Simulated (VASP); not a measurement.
# GeB2C2 (P1) in VASP: settings compared, part 2 of 2

VASP 6.6.1.

## (3) Single point, HSE06

The input, POSCAR:

```
GeB2C2
1.0
    2.7541330000      0.0000000000      0.0000000000
   -0.0001650000      4.6749860000      0.0000000000
   -0.0564290000     -0.3560070000      5.4587710000
Ge B C
1 2 2
Direct
    0.9779890000      0.0193660000      0.1660340000
    0.4852150000      0.1708330000      0.5043280000
    0.9842010000      0.6580640000      0.4615110000
    0.9846520000      0.3280800000      0.4758290000
    0.4842800000      0.8310970000      0.4644290000
```

The input, INCAR.step1:

```
SYSTEM = GeB2C2
PREC = Accurate
ENCUT = 520
EDIFF = 1E-5
ISMEAR = 0
SIGMA = 0.02
LREAL = .False.
LASPH = .True.
NELM = 40
ALGO = Normal
ISIF = 2
LWAVE = .True.
LCHARG = .False.
NBANDS = 22
KPAR = 4
GGA = PE
```

The input, INCAR.step2:

```
SYSTEM = GeB2C2
PREC = Accurate
ENCUT = 520
EDIFF = 1E-5
ISMEAR = 0
SIGMA = 0.02
LREAL = .False.
LASPH = .True.
NELM = 40
ALGO = Normal
ISIF = 2
LWAVE = .False.
LCHARG = .False.
GGA = PE
LHFCALC = .True.
HFSCREEN = 0.2
PRECFOCK = Fast
NBANDS = 22
KPAR = 4
ISTART = 1
```

The input, KPOINTS:

```
Automatic mesh
0
Gamma
  8 4 4
  0 0 0
```

Potentials or basis: VASP PAW PBE potentials, release 64 (Ge_d, B, C).

The run is started by

```console
cat potpaw_PBE.64/Ge_d/POTCAR potpaw_PBE.64/B/POTCAR potpaw_PBE.64/C/POTCAR > POTCAR
cp INCAR.step1 INCAR
mpirun -np 4 vasp_std > vasp.out
cp INCAR.step2 INCAR
mpirun -np 4 vasp_std > vasp.out
```

OUTCAR:

```text
SYSTEM = GeB2C2
   PREC = Accurate
   ENCUT = 520
   EDIFF = 1E-5
   ISMEAR = 0
   LREAL = .False.
   LASPH = .True.
   NELM = 40
   ISIF = 2
   GGA = PE
   LHFCALC = .True.
   HFSCREEN = 0.2
   PRECFOCK = Fast
   ISTART = 1

 ion  position               nearest neighbor table
   1  0.978  0.019  0.166-   4 2.15   5 2.35   5 2.35   2 2.38   2 2.38   3 2.41
   2  0.485  0.171  0.504-   4 1.57   4 1.57   5 1.59   1 2.38   1 2.38
   3  0.984  0.658  0.462-   4 1.55   5 1.60   5 1.60   1 2.41
   4  0.985  0.328  0.476-   3 1.55   2 1.57   2 1.57   1 2.15
   5  0.484  0.831  0.464-   2 1.59   3 1.60   3 1.60   1 2.35   1 2.35

  LATTYP: Found a triclinic cell.
 ALAT       =     6.0993875665
 B/A-ratio  =     0.4515425475
 C/A-ratio  =     0.7664681006
 COS(alpha) =     0.0000352942
 COS(beta)  =     0.0583832736
 COS(gamma) =     0.4422909629

  Lattice vectors:

 A1 = (  -2.6977040000,   0.3560070000,  -5.4587710000)
 A2 = (  -2.7541330000,   0.0000000000,   0.0000000000)
 A3 = (  -0.0001650000,   4.6749860000,   0.0000000000)

Analysis of symmetry for initial positions (statically):
=====================================================================
 Subroutine PRICEL returns:
 Original cell was already a primitive cell.

 Routine SETGRP: Setting up the symmetry group for a
 triclinic supercell.

 Subroutine GETGRP returns: Found  1 space group operations
 (whereof  1 operations were pure point group operations)
 out of a pool of  2 trial point group operations.

The static configuration has the point symmetry C_1 .

Analysis of symmetry for dynamics (positions and initial velocities):
=====================================================================
 Subroutine PRICEL returns:
 Original cell was already a primitive cell.

 Routine SETGRP: Setting up the symmetry group for a
 triclinic supercell.

 Subroutine GETGRP returns: Found  1 space group operations
 (whereof  1 operations were pure point group operations)
 out of a pool of  2 trial point group operations.

The dynamic configuration has the point symmetry C_1 .

 Subroutine INISYM returns: Found  1 space group operations
 (whereof  1 operations are pure point group operations),
 and found     1 'primitive' translations

----------------------------------------------------------------------------------------

                                     Primitive cell

  volume of cell :      70.2846

  direct lattice vectors                    reciprocal lattice vectors
     2.754133000  0.000000000  0.000000000     0.363090671  0.000012815  0.003754216
    -0.000165000  4.674986000  0.000000000     0.000000000  0.213904384  0.013950294
    -0.056429000 -0.356007000  5.458771000     0.000000000  0.000000000  0.183191418

  length of vectors
     2.754133000  4.674986003  5.470658648     0.363110080  0.214358802  0.183191418

  position of ions in fractional coordinates (direct lattice)
     0.977989000  0.019366000  0.166034000
     0.485215000  0.170833000  0.504328000
     0.984201000  0.658064000  0.461511000
     0.984652000  0.328080000  0.475829000
[... 38 lines left out ...]
  0.000000  0.000000  0.000000      1.000000
  0.125000  0.000000 -0.000000      2.000000
  0.250000  0.000000 -0.000000      2.000000
  0.375000  0.000000  0.000000      2.000000
  0.500000  0.000000 -0.000000      1.000000
  0.000000  0.250000 -0.000000      2.000000
[... 16 lines left out ...]
  0.500000  0.000000  0.250000      2.000000
 -0.375000 -0.000000  0.250000      2.000000
 [... further k-points ...]
   k-points           NKPTS =     68   k-points in BZ     NKDIM =    128   number of bands    NBANDS=     22
   number of dos      NEDOS =    301   number of ions     NIONS =      5
   total plane-waves  NPLWV =  30240
   dimension x,y,z NGX =    20 NGY =   36 NGZ =   42
   dimension x,y,z NGXF=    40 NGYF=   72 NGZF=   84
   ions per type =               1   2   2
   NGX,Y,Z   is equivalent  to a cutoff of  12.07, 12.80, 12.76 a.u.
   NGXF,Y,Z  is equivalent  to a cutoff of  24.14, 25.60, 25.53 a.u.
 SYSTEM =  GeB2C2
   PREC   = accura    normal or accurate (medium, high low for compatibility)
   ISTART =      1    job   : 0-new  1-cont  2-samecut
   ICHARG =      0    charge: 1-file 2-atom 10-const
   ISPIN  =      1    spin polarized calculation?
   LNONCOLLINEAR =      F non collinear calculations
   LSORBIT =      F    spin-orbit coupling
   LASPH  =      T    aspherical Exc in radial PAW
   ENCUT  =  520.0 eV  38.22 Ry    6.18 a.u.   5.12  8.69 10.17*2*pi/ulx,y,z
   NELM   =     40;   NELMIN=  2; NELMDL=  0     # of ELM steps
   EDIFF  = 0.1E-04   stopping-criterion for ELM
   LREAL  =      F    real-space projection
   EDIFFG = 0.1E-03   stopping-criterion for IOM
   NSW    =      0    number of steps for IOM
   IBRION =     -1    ionic relax: 0-MD 1-quasi-New 2-CG
   NFREE  =      0    steps in history (QN), initial steepest desc. (CG)
   ISIF   =      2    stress and relaxation
   ISYM   =      3    0-nonsym 1-usesym 2-fastsym
   POTIM  = 0.5000    time-step for ionic-motion
   TEBEG  =    0.0;   TEEND  =   0.0 temperature during run
   PSTRESS=    0.0 pullay stress
   NELECT =      28.0000    total number of electrons
   NUPDOWN=      -1.0000    fix difference up-down
   EMIN   =  10.00;   EMAX   =-10.00  energy-range for DOS
   EFERMI =   0.00;   METHOD = LEGACY
   ISMEAR =     0;   SIGMA  =   0.02  broadening in eV -4-tet -1-fermi 0-gaus
   EFERMI_NEDOS =   21; number of points for ismear=-14 and -15
   IALGO  =     38    algorithm
   IMIX   =      1    mixing-type and parameters
     AMIX     =   0.40;   BMIX     =  1.00
     AMIX_MAG =   1.60;   BMIX_MAG =  1.00
  volume/ion in A,a.u.               =      14.06        94.86
  Fermi-wavevector in a.u.,A,eV,Ry     =   1.204594  2.276353 19.742699  1.451047
  Thomas-Fermi vector in A             =   2.340315
   LORBIT       =      0    0 simple, 1 ext, 2 COOP (PROOUT), +10 PAW based schemes
   GGA     = PE    functional components
   LHFCALC =     T    Hartree Fock is set to
   PRECFOCK=fast      Normal, Fast or Accurate (Low or Medium for compatibility)
   ENCUT4O =  -1.0   cutoff for four orbital integrals eV
   NKREDX  =     1    reduce k-point grid by
   NKREDY  =     1    reduce k-point grid by
   NKREDZ  =     1    reduce k-point grid by
   AEXX    =    0.2500 exact exchange contribution
   HFSCREEN=    0.2000 screening length (either q_TF or 0.3 A-1)
   HFSCREENC=   0.2000 screening length for correlation (either q_TF or 0.3 A-1)
   ENCUTFOCK=  -1.0 apply spherical cutoff to Coloumb kernel
   IVDW    =     0    specifies the selected vdW correction
   LEPSILON=     F    determine dielectric tensor
   LRPA    =     F    only Hartree local field effects (RPA)
 non-spin polarized calculation
 Gauss-broadening in eV      SIGMA  =   0.02
  energy-cutoff  :      520.00
  volume of cell :       70.28
 maximum number of plane-waves:      1909
  NGX = 12; NGY = 20; NGZ = 24

 number of electron      28.0000006 magnetization

 Free energy of the ion-electron system (eV)
  ---------------------------------------------------
  ext. energy  EPLUGINS =         0.00000000
  ---------------------------------------------------
  free energy    TOTEN  =       -39.80130216 eV

  energy without entropy =      -39.80130216  energy(sigma->0) =      -39.80130216

 E-fermi :   2.5228     XC(G=0):  -7.4556

 val. band max:        2.3988256131   @ k =   0.5000   0.0000   0.5000
 cond. band min:       2.9596906974   @ k =   0.3750   0.5000   0.0000
 fundamental gap:      0.5608650843
 Fermi energy:         2.5227821546

 k-point     1 :       0.0000    0.0000    0.0000
  band No.  band energies     occupation
      1     -25.8722      2.00000
      2     -25.7427      2.00000
      3     -25.7127      2.00000
      4     -25.6930      2.00000
      5     -25.6803      2.00000
      6     -14.9444      2.00000
[... 589 lines left out ...]
     21      12.4294      0.00000
     22      13.5948      0.00000

 [... further k-points ...]
[... 5 lines left out ...]
  --------------------------------------------------------------------------------------
  -------------------------------------------------------------------------------------
  Total       -1.1031703     -1.3643978     -0.4257141     -0.0001129     -0.1297015     -0.0001192
  in kB      -25.1473983    -31.1022277     -9.7043957     -0.0025742     -2.9566192     -0.0027175
  external PRESSURE =     -21.9846739 kB  Pullay stress =       0.0000000 kB

 VOLUME and BASIS-vectors are now :
 -----------------------------------------------------------------------------
  energy-cutoff  :      520.00
  volume of cell :       70.28
      direct lattice vectors                 reciprocal lattice vectors
     2.754133000  0.000000000  0.000000000     0.363090671  0.000012815  0.003754216
    -0.000165000  4.674986000  0.000000000     0.000000000  0.213904384  0.013950294
    -0.056429000 -0.356007000  5.458771000     0.000000000  0.000000000  0.183191418

 POSITION                                       TOTAL-FORCE (eV/Angst)
 -----------------------------------------------------------------------------------
      2.68414      0.03143      0.90634         0.001733      0.059043      0.271808
      1.30786      0.61910      2.75301        -0.001164     -0.033328      0.026808
      2.68447      2.91214      2.51928         0.002748     -0.073638      0.053500
      2.68496      1.36437      2.59744        -0.003836     -0.176635     -0.180632
      1.30743      3.72003      2.53521         0.000520      0.224559     -0.171484
 -----------------------------------------------------------------------------------
    total drift:                               -0.000217     -0.000833     -0.002101

  FREE ENERGIE OF THE ION-ELECTRON SYSTEM (eV)
  ---------------------------------------------------
  free  energy   TOTEN  =       -39.8013021560 eV

  energy  without entropy=      -39.8013021560  energy(sigma->0) =      -39.80130216
```

Wall time 17 min (4 MPI ranks of Intel Xeon 6975P-C (Granite Rapids), shared host); peak memory 0.38 GiB.

Results:

```
Free energy            : -39.8013 eV
Pressure               : -2.2 GPa
Largest force          : 0.283 eV/Å
Band gap on the k mesh : 0.56 eV, indirect (least direct gap 1.73 eV)
```

Forces in eV/Å, atoms in the order of the input:
```
Ge   0.002  0.059  0.272
B   -0.001 -0.033  0.027
B    0.003 -0.074  0.053
C   -0.004 -0.177 -0.181
C    0.001  0.225 -0.171
```

Stress tensor (GPa, compression positive):
```
-2.51  0.00  0.00
 0.00 -3.11 -0.30
 0.00 -0.30 -0.97
```

Levels at points of the mesh, in eV from the valence-band top:
| k point | band 12 | band 13 | band 14 | band 15 | band 16 | band 17 |
| --- | --- | --- | --- | --- | --- | --- |
| (0.00, 0.00, 0.00) | -2.48 | -0.70 | -0.55 | 2.43 | 3.72 | 6.52 |
| (0.50, 0.00, 0.00) | -4.47 | -3.64 | -0.64 | 1.50 | 2.60 | 4.25 |
| (0.00, 0.50, 0.00) | -3.78 | -2.85 | -2.43 | 1.46 | 6.85 | 7.39 |
| (0.50, 0.50, 0.00) | -3.75 | -3.26 | -1.31 | 1.50 | 2.20 | 3.48 |
| (0.00, 0.00, 0.50) | -2.73 | -0.70 | -0.55 | 2.25 | 4.09 | 4.77 |
| (0.50, 0.00, 0.50) | -4.83 | -4.02 | 0.00 | 2.43 | 2.58 | 4.51 |
| (0.00, 0.50, 0.50) | -2.84 | -2.43 | -2.30 | 3.03 | 4.37 | 6.81 |
| (0.50, 0.50, 0.50) | -3.84 | -3.33 | -1.53 | 1.92 | 3.40 | 3.92 |

Caveat: the PAW data sets were made with another functional, which shifts forces and pressure a little. A k mesh can miss the band edges.
